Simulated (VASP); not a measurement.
Hf2Pd2Se2Br2O3:

```
CELL_PARAMETERS angstrom
5.76070 0.00000 0.00000
-0.52247 5.84720 0.00000
-1.48845 -0.88663 6.65037
ATOMIC_POSITIONS crystal
Hf 0.74540 0.39602 0.34989
Hf 0.28763 0.45322 0.59401
Pd 0.90854 0.13294 0.84849
Pd 0.25249 0.90323 0.35874
Se 0.63469 0.40355 0.93716
Se 0.62597 0.78174 0.53023
Br 0.85273 0.99089 0.15355
Br 0.22526 0.82084 0.86223
O 0.96040 0.28925 0.59026
O 0.43233 0.24524 0.40864
O 0.07457 0.58308 0.36682
```

The cell was built by a generator and needn't be a form met in nature.

```yaml
Program: VASP 6.6.1
Task: relaxation of cell and atoms
Functional: RPBE
Potentials_or_basis: VASP PAW PBE potentials, release 64 (Hf_pv, Pd, Se, Br, O)
Cutoff: 600 eV
k_mesh: 5 × 5 × 4
Occupations: fermi-dirac, width 0.05 eV
Spin: no spin polarisation
```

At the start: pressure 2.1 GPa; volume 20.36 Å³/atom.

Task: Where does the relaxation end?

Result: Over 19 steps the energy falls by 5.2 meV/atom and the volume is 21.11 Å³/atom (+3.7 %); space group P1 (No. 1, to 0.05 Å).

The path:
```tsv
step	energy change (eV)	largest force (eV/Å)	pressure (GPa)	volume (Å³)
1	0.0000	0.1651	2.12	224.01
2	-0.0230	0.5286	-1.39	232.86
3	-0.0366	0.3465	-0.11	229.43
4	-0.0498	0.1215	0.06	230.75
5	-0.0499	0.1432	0.07	230.87
6	-0.0525	0.0843	-0.01	231.45
7	-0.0526	0.1036	-0.03	231.53
8	-0.0542	0.0575	0.01	231.69
9	-0.0546	0.0620	0.02	231.81
10	-0.0555	0.0379	-0.05	232.00
11	-0.0557	0.0327	-0.08	232.12
12	-0.0557	0.0378	-0.09	232.16
13	-0.0560	0.0505	0.14	231.82
14	-0.0561	0.0364	0.06	231.94
15	-0.0564	0.0217	0.01	232.09
16	-0.0564	0.0242	-0.01	232.15
17	-0.0566	0.0209	0.00	232.20
18	-0.0567	0.0241	0.00	232.24
19	-0.0568	0.0158	-0.01	232.26
```

Final structure:
```yaml
crystal:
  lattice:
    - [5.80090, 0.00509, -0.00155]
    - [-0.52092, 5.93097, 0.01603]
    - [-1.50143, -0.88271, 6.74822]
  atoms:
    - { symbol: Hf, position: [0.74662, 0.39551, 0.35287] }
    - { symbol: Hf, position: [0.28637, 0.45453, 0.59064] }
    - { symbol: Pd, position: [0.90719, 0.13645, 0.84947] }
    - { symbol: Pd, position: [0.25407, 0.90204, 0.35825] }
    - { symbol: Se, position: [0.63156, 0.40185, 0.93873] }
    - { symbol: Se, position: [0.62515, 0.77762, 0.52941] }
    - { symbol: Br, position: [0.85601, 0.99675, 0.15443] }
    - { symbol: Br, position: [0.22173, 0.81434, 0.85754] }
    - { symbol: O, position: [0.96203, 0.29093, 0.58892] }
    - { symbol: O, position: [0.43551, 0.24843, 0.41245] }
    - { symbol: O, position: [0.07375, 0.58155, 0.36731] }
```

Caveat: the PAW data sets were made with another functional, which shifts forces and pressure a little.
